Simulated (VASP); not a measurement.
# Ge53P (F-43m) in VASP: settings compared

One crystal, Ge53P, is run at these levels: PBEsol, LDA; tasks: relaxation of cell and atoms.

All numbers are computed with VASP 6.6.1; they aren't measurements. Logs are shortened: lines on timing, memory, paths and dates and some standing lists are left out, and cuts for length are marked.

## (1) Starting point

Symmetry: F-43m, No. 216, cubic system. The conventional cell has a = 17.040 Å, b = 17.040 Å, c = 17.040 Å, α = 90.00°, β = 90.00°, γ = 90.00°. Ge (site symmetry 3m) has 1 P at 2.46 Å and 3 Ge at 2.46 Å as nearest neighbours. Ge (site symmetry m) has 4 Ge at 2.46 Å as nearest neighbours. Ge (site symmetry 2mm) is surrounded by 4 Ge at 2.46 Å. Ge (site symmetry 3m) has 4 Ge at 2.46 Å as nearest neighbours. Around Ge (site symmetry m) lie 4 Ge at 2.46 Å. Ge (site symmetry 3m) is surrounded by 4 Ge at 2.46 Å. Around Ge (site symmetry 3m) lie 4 Ge at 2.46 Å. Around Ge (site symmetry 2mm) lie 4 Ge at 2.46 Å.

The cell was built by a generator and needn't be a form met in nature.

## (2) Relaxation of cell and atoms, PBEsol

INCAR reads:

```
ALGO = Normal
EDIFF = 1E-6
EDIFFG = -0.01
ENCUT = 350
GGA = PS
IBRION = 2
ISIF = 3
ISMEAR = 0
LASPH = True
LCHARG = False
LREAL = False
LWAVE = False
NELM = 100
NSW = 60
PREC = Accurate
SIGMA = 0.05
```

KPOINTS reads:

```
k-points
0
Gamma
  2 2 2
```

POSCAR reads:

```
Ge53P
1.0
    0.0000000000      8.5200000000      8.5200000000
    8.5200000000      0.0000000000      8.5200000000
    8.5200000000      8.5200000000      0.0000000000
Ge P
53 1
Direct
    0.0833333300      0.0833333300      0.0833333300
    0.0000000000      0.0000000000      0.3333333300
    0.0833333300      0.0833333300      0.4166666700
    0.0000000000      0.0000000000      0.6666666700
    0.0833333300      0.0833333300      0.7500000000
    0.0000000000      0.3333333300      0.0000000000
    0.0833333300      0.4166666700      0.0833333300
    0.0000000000      0.3333333300      0.3333333300
    0.0833333300      0.4166666700      0.4166666700
    0.0000000000      0.3333333300      0.6666666700
    0.0833333300      0.4166666700      0.7500000000
    0.0000000000      0.6666666700      0.0000000000
    0.0833333300      0.7500000000      0.0833333300
    0.0000000000      0.6666666700      0.3333333300
    0.0833333300      0.7500000000      0.4166666700
    0.0000000000      0.6666666700      0.6666666700
    0.0833333300      0.7500000000      0.7500000000
    0.3333333300      0.0000000000      0.0000000000
    0.4166666700      0.0833333300      0.0833333300
    0.3333333300      0.0000000000      0.3333333300
    0.4166666700      0.0833333300      0.4166666700
    0.3333333300      0.0000000000      0.6666666700
    0.4166666700      0.0833333300      0.7500000000
    0.3333333300      0.3333333300      0.0000000000
    0.4166666700      0.4166666700      0.0833333300
    0.3333333300      0.3333333300      0.3333333300
    0.4166666700      0.4166666700      0.4166666700
    0.3333333300      0.3333333300      0.6666666700
    0.4166666700      0.4166666700      0.7500000000
    0.3333333300      0.6666666700      0.0000000000
    0.4166666700      0.7500000000      0.0833333300
    0.3333333300      0.6666666700      0.3333333300
    0.4166666700      0.7500000000      0.4166666700
    0.3333333300      0.6666666700      0.6666666700
    0.4166666700      0.7500000000      0.7500000000
    0.6666666700      0.0000000000      0.0000000000
    0.7500000000      0.0833333300      0.0833333300
    0.6666666700      0.0000000000      0.3333333300
    0.7500000000      0.0833333300      0.4166666700
    0.6666666700      0.0000000000      0.6666666700
    0.7500000000      0.0833333300      0.7500000000
    0.6666666700      0.3333333300      0.0000000000
    0.7500000000      0.4166666700      0.0833333300
    0.6666666700      0.3333333300      0.3333333300
    0.7500000000      0.4166666700      0.4166666700
    0.6666666700      0.3333333300      0.6666666700
    0.7500000000      0.4166666700      0.7500000000
    0.6666666700      0.6666666700      0.0000000000
    0.7500000000      0.7500000000      0.0833333300
    0.6666666700      0.6666666700      0.3333333300
    0.7500000000      0.7500000000      0.4166666700
    0.6666666700      0.6666666700      0.6666666700
    0.7500000000      0.7500000000      0.7500000000
    0.0000000000      0.0000000000      0.0000000000
```

Potentials or basis: VASP PAW PBE potentials, release 64 (Ge, P).

Command:

```bash
$ cat potpaw_PBE.64/Ge/POTCAR potpaw_PBE.64/P/POTCAR > POTCAR
$ mpirun -np 1 vasp_std > vasp.out
```

OUTCAR:

```text
EDIFF = 1E-6
   EDIFFG = -0.01
   ENCUT = 350
   GGA = PS
   IBRION = 2
   ISIF = 3
   ISMEAR = 0
   LASPH = True
   LREAL = False
   NELM = 100
   NSW = 60
   PREC = Accurate

 ion  position               nearest neighbor table
   1  0.083  0.083  0.083-  54 2.46   6 2.46  18 2.46   2 2.46
   2  0.000  0.000  0.333-   1 2.46   3 2.46  15 2.46  39 2.46
   3  0.083  0.083  0.417-   2 2.46   4 2.46   8 2.46  20 2.46
   4  0.000  0.000  0.667-   5 2.46   3 2.46  17 2.46  41 2.46
   5  0.083  0.083  0.750-   4 2.46  10 2.46  22 2.46  54 2.46
   6  0.000  0.333  0.000-   1 2.46   7 2.46  11 2.46  43 2.46
[... 46 lines left out ...]
  53  0.750  0.750  0.750-  52 2.46  40 2.46  48 2.46  16 2.46
  54  0.000  0.000  0.000-   1 2.46   5 2.46  13 2.46  37 2.46

  LATTYP: Found a face centered cubic cell.
 ALAT       =    17.0400000000

  Lattice vectors:

 A1 = (   0.0000000000,   8.5200000000,   8.5200000000)
 A2 = (   8.5200000000,   0.0000000000,   8.5200000000)
 A3 = (   8.5200000000,   8.5200000000,   0.0000000000)

Analysis of symmetry for initial positions (statically):
=====================================================================
 Subroutine PRICEL returns:
 Original cell was already a primitive cell.

 Routine SETGRP: Setting up the symmetry group for a
 face centered cubic supercell.

 Subroutine GETGRP returns: Found 24 space group operations
 (whereof 24 operations were pure point group operations)
 out of a pool of 48 trial point group operations.

The static configuration has the point symmetry T_d .

Analysis of symmetry for dynamics (positions and initial velocities):
=====================================================================
 Subroutine PRICEL returns:
 Original cell was already a primitive cell.

 Routine SETGRP: Setting up the symmetry group for a
 face centered cubic supercell.

 Subroutine GETGRP returns: Found 24 space group operations
 (whereof 24 operations were pure point group operations)
 out of a pool of 48 trial point group operations.

The dynamic configuration has the point symmetry T_d .

 Subroutine INISYM returns: Found 24 space group operations
 (whereof 24 operations are pure point group operations),
 and found     1 'primitive' translations

----------------------------------------------------------------------------------------

                                     Primitive cell

  volume of cell :    1236.9404

  direct lattice vectors                    reciprocal lattice vectors
     0.000000000  8.520000000  8.520000000    -0.058685446  0.058685446  0.058685446
     8.520000000  0.000000000  8.520000000     0.058685446 -0.058685446  0.058685446
     8.520000000  8.520000000  0.000000000     0.058685446  0.058685446 -0.058685446

  length of vectors
    12.049099551 12.049099551 12.049099551     0.101646174  0.101646174  0.101646174

  position of ions in fractional coordinates (direct lattice)
     0.083333330  0.083333330  0.083333330
     0.000000000  0.000000000  0.333333330
     0.083333330  0.083333330  0.416666670
     0.000000000  0.000000000  0.666666670
     0.083333330  0.083333330  0.750000000
     0.000000000  0.333333330  0.000000000
[... 46 lines left out ...]
     0.750000000  0.750000000  0.750000000
     0.000000000  0.000000000  0.000000000

  ion indices of the primitive-cell ions
   primitive index   ion index
                 1           1
                 2           2
                 3           3
                 4           4
                 5           5
                 6           6
[... 46 lines left out ...]
                53          53
                54          54

----------------------------------------------------------------------------------------

 KPOINTS: k-points

Automatic generation of k-mesh.
 Grid dimensions read from file:
 generate k-points for:    2    2    2

 Generating k-lattice:

  Cartesian coordinates                     Fractional coordinates (reciprocal lattice)
    -0.029342723  0.029342723  0.029342723     0.500000000  0.000000000  0.000000000
     0.029342723 -0.029342723  0.029342723     0.000000000  0.500000000  0.000000000
     0.029342723  0.029342723 -0.029342723     0.000000000  0.000000000  0.500000000

  Length of vectors
     0.050823087  0.050823087  0.050823087

  Shift w.r.t. Gamma in fractional coordinates (k-lattice)
     0.000000000  0.000000000  0.000000000

 Subroutine IBZKPT returns following result:
 ===========================================

 Found      3 irreducible k-points:

 Following reciprocal coordinates:
            Coordinates               Weight
  0.000000  0.000000  0.000000      1.000000
  0.500000  0.000000  0.000000      4.000000
  0.500000  0.500000  0.000000      3.000000
   k-points           NKPTS =      3   k-points in BZ     NKDIM =      3   number of bands    NBANDS=    136
   number of dos      NEDOS =    301   number of ions     NIONS =     54
   total plane-waves  NPLWV = 512000
   dimension x,y,z NGX =    80 NGY =   80 NGZ =   80
   dimension x,y,z NGXF=   160 NGYF=  160 NGZF=  160
   ions per type =              53   1
   NGX,Y,Z   is equivalent  to a cutoff of  11.04, 11.04, 11.04 a.u.
   NGXF,Y,Z  is equivalent  to a cutoff of  22.08, 22.08, 22.08 a.u.
 SYSTEM =  unknown system
   PREC   = accura    normal or accurate (medium, high low for compatibility)
   ISTART =      0    job   : 0-new  1-cont  2-samecut
   ICHARG =      2    charge: 1-file 2-atom 10-const
   ISPIN  =      1    spin polarized calculation?
   LNONCOLLINEAR =      F non collinear calculations
   LSORBIT =      F    spin-orbit coupling
   LASPH  =      T    aspherical Exc in radial PAW
   ENCUT  =  350.0 eV  25.72 Ry    5.07 a.u.  18.38 18.38 18.38*2*pi/ulx,y,z
   NELM   =    100;   NELMIN=  2; NELMDL= -5     # of ELM steps
   EDIFF  = 0.1E-05   stopping-criterion for ELM
   LREAL  =      F    real-space projection
   EDIFFG = -.1E-01   stopping-criterion for IOM
   NSW    =     60    number of steps for IOM
   IBRION =      2    ionic relax: 0-MD 1-quasi-New 2-CG
   NFREE  =      1    steps in history (QN), initial steepest desc. (CG)
   ISIF   =      3    stress and relaxation
   ISYM   =      2    0-nonsym 1-usesym 2-fastsym
   POTIM  = 0.5000    time-step for ionic-motion
   TEBEG  =    0.0;   TEEND  =   0.0 temperature during run
   PSTRESS=    0.0 pullay stress
   NELECT =     217.0000    total number of electrons
   NUPDOWN=      -1.0000    fix difference up-down
   EMIN   =  10.00;   EMAX   =-10.00  energy-range for DOS
   EFERMI =   0.00;   METHOD = LEGACY
   ISMEAR =     0;   SIGMA  =   0.05  broadening in eV -4-tet -1-fermi 0-gaus
   EFERMI_NEDOS =   21; number of points for ismear=-14 and -15
   IALGO  =     38    algorithm
   IMIX   =      4    mixing-type and parameters
     AMIX     =   0.40;   BMIX     =  1.00
     AMIX_MAG =   1.60;   BMIX_MAG =  1.00
  volume/ion in A,a.u.               =      22.91       154.58
  Fermi-wavevector in a.u.,A,eV,Ry     =   0.916456  1.731852 11.427429  0.839892
  Thomas-Fermi vector in A             =   2.041314
   LORBIT       =      0    0 simple, 1 ext, 2 COOP (PROOUT), +10 PAW based schemes
   GGA     = PS    functional components
   LHFCALC =     F    Hartree Fock is set to
   AEXX    =    0.0000 exact exchange contribution
   IVDW    =     0    specifies the selected vdW correction
   LEPSILON=     F    determine dielectric tensor
   LRPA    =     F    only Hartree local field effects (RPA)
 conjugate gradient relaxation of ions
 non-spin polarized calculation
 Gauss-broadening in eV      SIGMA  =   0.05
  energy-cutoff  :      350.00
  volume of cell :     1236.94
 maximum number of plane-waves:     18456
 NGX is ok and might be reduce to    80
   NGX = 37   NGY = 37   NGZ = 37

--------------------------------------- Ionic step        1  -------------------------------------------

 number of electron     216.9999998 magnetization

 Free energy of the ion-electron system (eV)
  ---------------------------------------------------
  ext. energy  EPLUGINS =         0.00000000
  ---------------------------------------------------
  free energy    TOTEN  =      -263.84133418 eV

  energy without entropy =     -263.82738434  energy(sigma->0) =     -263.83435926

------------------------ aborting loop because EDIFF is reached ----------------------------------------

  FORCE on cell =-STRESS in cart. coord.  units (eV):
  Direction    XX          YY          ZZ          XY          YZ          ZX
  --------------------------------------------------------------------------------------
  -------------------------------------------------------------------------------------
  Total        6.5015877      6.5015877      6.5015877      0.0000000      0.0000000      0.0000000
  in kB        8.4213405      8.4213405      8.4213405      0.0000000      0.0000000      0.0000000
  external PRESSURE =       8.4213405 kB  Pullay stress =       0.0000000 kB
[... 689 lines left out ...]
  energy  without entropy=     -263.9009445979  energy(sigma->0) =     -263.90930194

--------------------------------------- Ionic step        9  -------------------------------------------

 number of electron     216.9999996 magnetization

 Free energy of the ion-electron system (eV)
  ---------------------------------------------------
  ext. energy  EPLUGINS =         0.00000000
  ---------------------------------------------------
  free energy    TOTEN  =      -263.91778656 eV

  energy without entropy =     -263.90104732  energy(sigma->0) =     -263.90941694

 E-fermi :   3.4561     XC(G=0):  -9.1782

 val. band max:        3.4232735077   @ k =   0.0000   0.0000   0.0000
 cond. band min:       3.4981400726   @ k =   0.0000   0.0000   0.0000
 fundamental gap:      0.0748665649
 Fermi energy:         3.4560861949

 k-point     1 :       0.0000    0.0000    0.0000
  band No.  band energies     occupation
      1      -9.2959      2.00000
      2      -8.6467      2.00000
      3      -7.9095      2.00000
      4      -7.9095      2.00000
      5      -7.9095      2.00000
      6      -7.8939      2.00000
[... 112 lines left out ...]
    119       4.0242      0.00000
    120       4.0242      0.00000

 k-point     2 :       0.5000    0.0000    0.0000
  band No.  band energies     occupation
      1      -9.1471      2.00000
      2      -8.8018      2.00000
      3      -8.4397      2.00000
      4      -7.9668      2.00000
      5      -7.9668      2.00000
      6      -7.9485      2.00000
[... 112 lines left out ...]
    119       4.9729      0.00000
    120       4.9729      0.00000

 k-point     3 :       0.5000    0.5000    0.0000
  band No.  band energies     occupation
      1      -9.1068      2.00000
      2      -8.6908      2.00000
      3      -8.5036      2.00000
      4      -8.2744      2.00000
      5      -8.2744      2.00000
      6      -8.2675      2.00000
[... 112 lines left out ...]
    119       4.9927      0.00000
    120       5.0024      0.00000
 [bands above 120 left out]

------------------------ aborting loop because EDIFF is reached ----------------------------------------

  FORCE on cell =-STRESS in cart. coord.  units (eV):
  Direction    XX          YY          ZZ          XY          YZ          ZX
  --------------------------------------------------------------------------------------
  -------------------------------------------------------------------------------------
  Total       -0.0109604     -0.0109604     -0.0109604      0.0000000      0.0000000      0.0000000
  in kB       -0.0140144     -0.0140144     -0.0140144      0.0000000      0.0000000      0.0000000
  external PRESSURE =      -0.0140144 kB  Pullay stress =       0.0000000 kB
[... 69 lines left out ...]
  FREE ENERGIE OF THE ION-ELECTRON SYSTEM (eV)
  ---------------------------------------------------
  free  energy   TOTEN  =      -263.9177865631 eV

  energy  without entropy=     -263.9010473198  energy(sigma->0) =     -263.90941694

 reached required accuracy - stopping structural energy minimisation
```

Run time: 50 min. Hardware: 1 thread of Intel Xeon Platinum 8488C (Sapphire Rapids), shared host; peak memory 1.1 GiB.

What came out:

* Free energy: -263.9178 eV
* Relaxed volume: 23.20 Å³/atom
* Relaxed cell: a = 12.101 Å, b = 12.101 Å, c = 12.101 Å, α = 60.00°, β = 60.00°, γ = 60.00°
* Space group after relaxing (to 0.05 Å): F-43m (No. 216)
* Energy gained by relaxing: 1.4 meV/atom
* Ionic steps: 9
* Pressure after relaxing: 0.0 GPa
* Band gap on the k mesh: none (metal or under the smearing width)

Step by step:
| step | energy change (eV) | largest force (eV/Å) | pressure (GPa) | volume (Å³) |
| --- | --- | --- | --- | --- |
| 1 | 0.0000 | 0.2355 | 0.84 | 1236.94 |
| 2 | -0.0636 | 0.1225 | -0.27 | 1258.62 |
| 3 | -0.0652 | 0.1379 | -0.13 | 1255.63 |
| 4 | -0.0733 | 0.0722 | -0.05 | 1253.96 |
| 5 | -0.0752 | 0.0392 | 0.02 | 1252.72 |
| 6 | -0.0752 | 0.0411 | 0.02 | 1252.66 |
| 7 | -0.0762 | 0.0188 | 0.00 | 1252.94 |
| 8 | -0.0763 | 0.0114 | 0.00 | 1253.07 |
| 9 | -0.0765 | 0.0049 | 0.00 | 1253.03 |

Final structure:
```
CELL_PARAMETERS angstrom
0.00000 8.55679 8.55679
8.55679 0.00000 8.55679
8.55679 8.55679 0.00000
ATOMIC_POSITIONS crystal
Ge 0.08247 0.08247 0.08247
Ge 0.99909 0.99909 0.33401
Ge 0.08382 0.08382 0.41618
Ge 0.99909 0.99909 0.66780
Ge 0.08247 0.08247 0.75260
Ge 0.99909 0.33401 0.99909
Ge 0.08382 0.41618 0.08382
Ge 0.99969 0.33344 0.33344
Ge 0.08382 0.41618 0.41618
Ge 0.99909 0.33401 0.66780
Ge 0.08368 0.41722 0.74955
Ge 0.99909 0.66780 0.99909
Ge 0.08247 0.75260 0.08247
Ge 0.99909 0.66780 0.33401
Ge 0.08368 0.74955 0.41722
Ge 0.99976 0.66675 0.66675
Ge 0.08368 0.74955 0.74955
Ge 0.33401 0.99909 0.99909
Ge 0.41618 0.08382 0.08382
Ge 0.33344 0.99969 0.33344
Ge 0.41618 0.08382 0.41618
Ge 0.33401 0.99909 0.66780
Ge 0.41722 0.08368 0.74955
Ge 0.33344 0.33344 0.99969
Ge 0.41618 0.41618 0.08382
Ge 0.33344 0.33344 0.33344
Ge 0.41671 0.41671 0.41671
Ge 0.33346 0.33346 0.66654
Ge 0.41671 0.41671 0.74987
Ge 0.33401 0.66780 0.99909
Ge 0.41722 0.74955 0.08368
Ge 0.33346 0.66654 0.33346
Ge 0.41671 0.74987 0.41671
Ge 0.33346 0.66654 0.66654
Ge 0.41722 0.74955 0.74955
Ge 0.66780 0.99909 0.99909
Ge 0.75260 0.08247 0.08247
Ge 0.66780 0.99909 0.33401
Ge 0.74955 0.08368 0.41722
Ge 0.66675 0.99976 0.66675
Ge 0.74955 0.08368 0.74955
Ge 0.66780 0.33401 0.99909
Ge 0.74955 0.41722 0.08368
Ge 0.66654 0.33346 0.33346
Ge 0.74987 0.41671 0.41671
Ge 0.66654 0.33346 0.66654
Ge 0.74955 0.41722 0.74955
Ge 0.66675 0.66675 0.99976
Ge 0.74955 0.74955 0.08368
Ge 0.66654 0.66654 0.33346
Ge 0.74955 0.74955 0.41722
Ge 0.66675 0.66675 0.66675
Ge 0.75000 0.75000 0.75000
P 0.00000 0.00000 0.00000
```

Caveat: the PAW data sets were made with another functional, which shifts forces and pressure a little.

(Part 1 of 2 ends here.)
